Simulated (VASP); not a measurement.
Output of a VASP run:

### OSZICAR
```
       N       E                     dE             d eps       ncg     rms          rms(c)
DAV:   1     0.300259006492E+02    0.30026E+02   -0.49100E+03  4778   0.172E+03
DAV:   2    -0.506893852959E+01   -0.35095E+02   -0.33193E+02  4630   0.181E+02
DAV:   3    -0.540493753226E+01   -0.33600E+00   -0.33544E+00  5581   0.256E+01
DAV:   4    -0.540695716638E+01   -0.20196E-02   -0.20200E-02  5677   0.174E+00
DAV:   5    -0.540697849058E+01   -0.21324E-04   -0.21326E-04  5456   0.143E-01    0.842E+00
DAV:   6    -0.473697387181E+01    0.67000E+00   -0.19805E+01  4838   0.104E+02    0.412E+00
DAV:   7    -0.432415780594E+01    0.41282E+00   -0.29493E+00  4916   0.396E+01    0.593E-01
DAV:   8    -0.431116208198E+01    0.12996E-01   -0.58552E-03  5071   0.140E+00    0.314E-01
DAV:   9    -0.430939812106E+01    0.17640E-02   -0.11077E-02  5123   0.223E+00    0.220E-02
DAV:  10    -0.430940521534E+01   -0.70943E-05   -0.34460E-05  6695   0.117E-01    0.567E-03
DAV:  11    -0.430940622085E+01   -0.10055E-05   -0.41535E-07  5272   0.116E-02    0.671E-04
DAV:  12    -0.430940612785E+01    0.92997E-07   -0.31767E-08  2933   0.390E-03
   1 F= -.43094061E+01 E0= -.43094061E+01  d E =0.000000E+00
```

OUTCAR:
```
------------------------ aborting loop because EDIFF is reached ----------------------------------------
  FORCE on cell =-STRESS in cart. coord.  units (eV):
  Direction    XX          YY          ZZ          XY          YZ          ZX
  --------------------------------------------------------------------------------------
  Total       -0.0071302     -0.0071302     -0.0071302     -0.0000000     -0.0000000     -0.0000000
  in kB       -1.0100713     -1.0100713     -1.0100713     -0.0000000     -0.0000000     -0.0000000
  external PRESSURE =      -1.0100713 kB  Pullay stress =       0.0000000 kB
  volume of cell :       11.31
      direct lattice vectors                 reciprocal lattice vectors
     0.000000000  1.781598323  1.781598323    -0.280646874  0.280646874  0.280646874
     1.781598323  0.000000000  1.781598323     0.280646874 -0.280646874  0.280646874
     1.781598323  1.781598323  0.000000000     0.280646874  0.280646874 -0.280646874
 POSITION                                       TOTAL-FORCE (eV/Angst)
 -----------------------------------------------------------------------------------
      0.00000      0.00000      0.00000         0.000000      0.000000      0.000000
 -----------------------------------------------------------------------------------
    total drift:                                0.000000      0.000000     -0.000000
  FREE ENERGIE OF THE ION-ELECTRON SYSTEM (eV)
  ---------------------------------------------------
  free  energy   TOTEN  =        -4.3094061279 eV

  energy  without entropy=       -4.3094061279  energy(sigma->0) =       -4.30940613

 total charge

# of ion       s       p       d       tot
------------------------------------------
    1        0.465   0.419   9.170  10.054
```
(Selected blocks of OUTCAR.)

**POSCAR**
```
Cu
1
    0.0000000000     1.7815983225     1.7815983225
    1.7815983225     0.0000000000     1.7815983225
    1.7815983225     1.7815983225     0.0000000000
Cu
1
Direct
  0.0000000000   0.0000000000   0.0000000000
```

Q: Write an INCAR and KPOINTS that could have produced this output.

A: This is not unique; one that fits is the input of the run itself, PBEsol GGA, plane waves, VASP's PBE PAW potentials (set 64).

File KPOINTS:
```
K-points
0
Gamma
20 20 20
```

INCAR:
```
SYSTEM  =  Cu
PREC  =  Accurate; ENCUT  =  400; LREAL  =  .FALSE.
LASPH  =  .TRUE.
EDIFF  =  1E-7; NELM  =  100; ALGO  =  Normal
LMAXMIX  =  4
ISMEAR  =  -5
GGA  =  PS
ISIF  =  2
LWAVE  =  .FALSE.; LCHARG  =  .TRUE.; LORBIT  =  11
NEDOS  =  601
```

POTCAR, in this order: Cu (PBE.64 set). Program: vasp_std.

For a metal the tetrahedron method with Blöchl corrections gives inexact stress and forces.

The compound is Cu in the fcc structure. It was relaxed first.
